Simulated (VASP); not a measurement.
Level of theory: PBE GGA with D3 dispersion (Becke-Johnson damping), VASP's PBE PAW potentials (set 64) (plane waves; VASP).

A VASP calculation is set up with these files.

INCAR:
```
ALGO=Normal
EDIFF=1E-6
ENCUT=400
GGA=PE
ISIF=2
ISMEAR=0
IVDW=12
LASPH=.TRUE.
LCHARG=.FALSE.
LMAXMIX=4
LREAL=.FALSE.
LWAVE=.FALSE.
NELM=100
PREC=Accurate
SIGMA=0.05
SYSTEM=CdSe
```

### KPOINTS
```
Automatic
0
Gamma
  7 7 7
```

**POSCAR**
```
CdSe
3.0250
  0.0000000000   1.0000000000   1.0000000000
  1.0000000000   0.0000000000   1.0000000000
  1.0000000000   1.0000000000   0.0000000000
Cd Se
1 1
Cartesian
  0.0000000000   0.0000000000   0.0000000000
  0.5000000000   0.5000000000   0.5000000000
```

POTCAR, in this order: Cd Se (PBE.64 set). Program: vasp_std.

The resulting files:

**OSZICAR**
```
       N       E                     dE             d eps       ncg     rms          rms(c)
DAV:   1     0.954041317339E+02    0.95404E+02   -0.79498E+03   528   0.101E+03
DAV:   2    -0.206834272667E+01   -0.97472E+02   -0.93784E+02   595   0.272E+02
DAV:   3    -0.579902872669E+01   -0.37307E+01   -0.37233E+01   590   0.559E+01
DAV:   4    -0.581681011434E+01   -0.17781E-01   -0.17780E-01   610   0.376E+00
DAV:   5    -0.581691485747E+01   -0.10474E-03   -0.10474E-03   575   0.259E-01    0.679E+00
DAV:   6    -0.546410956191E+01    0.35281E+00   -0.66211E-01   698   0.109E+01    0.523E+00
DAV:   7    -0.544150472430E+01    0.22605E-01   -0.17238E-01   570   0.317E+00    0.220E+00
DAV:   8    -0.544221670194E+01   -0.71198E-03   -0.16283E-02   535   0.191E+00    0.255E-01
DAV:   9    -0.544231910505E+01   -0.10240E-03   -0.20846E-03   595   0.706E-01    0.550E-02
DAV:  10    -0.544238909811E+01   -0.69993E-04   -0.23527E-04   555   0.227E-01    0.454E-02
DAV:  11    -0.544243178917E+01   -0.42691E-04   -0.73002E-05   535   0.666E-02    0.126E-02
DAV:  12    -0.544243154529E+01    0.24388E-06   -0.61645E-06   615   0.382E-02
   1 F= -.60918092E+01 E0= -.60918092E+01  d E =-.148554E-14
```

### OUTCAR
```
------------------------ aborting loop because EDIFF is reached ----------------------------------------
 Edisp (eV)   -0.64938
  FORCE on cell =-STRESS in cart. coord.  units (eV):
  Direction    XX          YY          ZZ          XY          YZ          ZX
  --------------------------------------------------------------------------------------
  Total       0.55423     0.55423     0.55423    -0.00000    -0.00000     0.00000
  in kB      16.03956    16.03956    16.03956    -0.00000    -0.00000     0.00000
  external pressure =       16.04 kB  Pullay stress =        0.00 kB
  volume of cell :       55.36
      direct lattice vectors                 reciprocal lattice vectors
     0.000000000  3.025000000  3.025000000    -0.165289256  0.165289256  0.165289256
     3.025000000  0.000000000  3.025000000     0.165289256 -0.165289256  0.165289256
     3.025000000  3.025000000  0.000000000     0.165289256  0.165289256 -0.165289256
  FREE ENERGIE OF THE ION-ELECTRON SYSTEM (eV)
  ---------------------------------------------------
  free  energy   TOTEN  =        -6.0918092406 eV

  energy  without entropy=       -6.0918092406  energy(sigma->0) =       -6.09180924
```
(Selected blocks of OUTCAR.)

**OUTCAR**
```
 val. band max:        1.0729436805   @ k =   0.0000   0.0000   0.0000

 cond. band min:       1.7127150493   @ k =   0.0000   0.0000   0.0000


 Fermi energy:         1.3270882090

 k-point     1 :       0.0000    0.0000    0.0000
  band No.  band energies     occupation
      1     -11.6131      2.00000
      2      -6.9170      2.00000
      3      -6.9170      2.00000
      4      -6.9170      2.00000
      5      -6.5249      2.00000
      6      -6.5249      2.00000
      7       1.0729      2.00000
      8       1.0729      2.00000
      9       1.0729      2.00000
     10       1.7127      0.00000
     11       7.0061      0.00000
     12       7.0061      0.00000
     13       7.0061      0.00000

 k-point     2 :       0.1429    0.0000    0.0000
  band No.  band energies     occupation
      1     -11.5414      2.00000
      2      -6.8944      2.00000
      3      -6.8944      2.00000
      4      -6.8528      2.00000
      5      -6.5262      2.00000
      6      -6.5262      2.00000
      7      -0.3650      2.00000
      8       0.9075      2.00000
      9       0.9075      2.00000
     10       2.8538      0.00000
     11       6.7877      0.00000
     12       7.2662      0.00000
     13       7.2662      0.00000

 k-point     3 :       0.2857    0.0000    0.0000
  band No.  band energies     occupation
      1     -11.3779      2.00000
      2      -6.8492      2.00000
      3      -6.8492      2.00000
      4      -6.6274      2.00000
      5      -6.5199      2.00000
      6      -6.5198      2.00000
      7      -2.0317      2.00000
      8       0.5740      2.00000
      9       0.5740      2.00000
     10       3.4711      0.00000
     11       7.3079      0.00000
     12       7.5738      0.00000
     13       7.5738      0.00000

 k-point     4 :       0.4286    0.0000    0.0000
  band No.  band energies     occupation
      1     -11.2454      2.00000
      2      -6.8223      2.00000
      3      -6.8223      2.00000
...
```

The compound is CdSe in the zinc blende structure, whereas wurtzite is the usual form. The cell was not relaxed at this level. The run is one of a series of settings (IVDW = 12 against the base run), some of them coarse on purpose.
